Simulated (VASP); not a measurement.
Consider the following.

```yaml
crystal:
  lattice:
    - [1.34895, 0.77882, 3.86234]
    - [-1.34895, 0.77882, 3.86234]
    - [0.00000, -1.55763, 3.86234]
  atoms:
    - { symbol: Al, position: [0.00000, 0.00000, 0.00000] }
    - { symbol: Ni, position: [0.50000, 0.50000, 0.50000] }
```

Calculation: PBEsol GGA, VASP's PBE PAW potentials (set 64) (plane waves; VASP). Run with 400 eV cut-off, Gaussian smearing of 0.050 eV, potentials Al Ni.

**Question.** Estimate the band gap (along the path) with the smallest direct gap where there is one.

**Answer.** 
```
Item                                                          Value
-------------------------  ----------------------------------------
band gap (along the path)  none (metal, semimetal or under 0.01 eV)
```

The structure was generated: AlNi was put into the CuPt type (R-3m), which need not be its known phase. It was relaxed first, which changed the volume by -8 %. The run is not spin-polarised, so no magnetic state was tried. The electron count is odd and the run is not spin-polarised, which forces a metal.
